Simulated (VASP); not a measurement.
Level of theory: r2SCAN meta-GGA, VASP's PBE PAW potentials (set 64) (plane waves; VASP 6.6.1). For the first row: Settings: 400 eV cut-off, 7×10×6 Γ-centred mesh, tetrahedra with Blöchl corrections, potentials Ni Ge_d.

```json
[
 {"system": "NiGe (relaxed from the MnP structure, space group Pnma)", "energy (eV/atom)": "-13.1836"},
 {"system": "Ni (fcc)", "energy (eV/atom)": "-11.9422"},
 {"system": "Ge (diamond)", "energy (eV/atom)": "-13.8670"}
]
```

The references are the elements' solids at the same level; no temperature or zero-point terms are added.

What is the formation energy per atom of NiGe?

The references average (4×(-11.9422) + 4×(-13.8670))/8 = -12.9046 eV, so the formation energy is -13.1836 − (-12.9046) = -0.279 eV/atom.
